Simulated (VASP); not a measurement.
```yaml
crystal:
  lattice:
    - [0.00000, 3.03674, 3.08072]
    - [3.10510, 0.00000, 3.08072]
    - [3.10510, 3.03674, 0.00000]
  atoms:
    - { symbol: Ba, position: [0.00000, 0.00000, 0.00000] }
    - { symbol: F, position: [0.25000, 0.25000, 0.25000] }
    - { symbol: F, position: [0.74590, 0.75410, 0.75410] }
```
Cell charge +0.5.

Calculation: PBE GGA, VASP's PBE PAW potentials (set 64) (plane waves; VASP). Numerical set-up: NELECT = 23.5, 520 eV cut-off, 6×6×6 Γ-centred mesh, Gaussian smearing of 0.050 eV, potentials Ba_sv F.

The cell is charged, with a uniform compensating background.

Question: Which forces act on the atoms, in eV/Å?

Answer: 
| atom | Fx | Fy | Fz |
|---|---|---|---|
| Ba1 | 0.066 | 0.000 | 0.000 |
| F2 | 0.003 | 0.000 | 0.000 |
| F3 | -0.069 | 0.000 | 0.000 |

Question: Give the stress tensor in GPa (positive for a compressed cell).

Answer: 
```
-2.08   0.00   0.00
 0.00  -1.98   0.23
 0.00   0.23  -2.00
```
The pressure is its mean diagonal, -2.02 GPa.

The compound is BaF2 in the fluorite structure. The cell was not relaxed at this level, atoms are displaced from their ideal sites. The run is one of a series of settings (NELECT = 23.5 against the base run), some of them coarse on purpose.
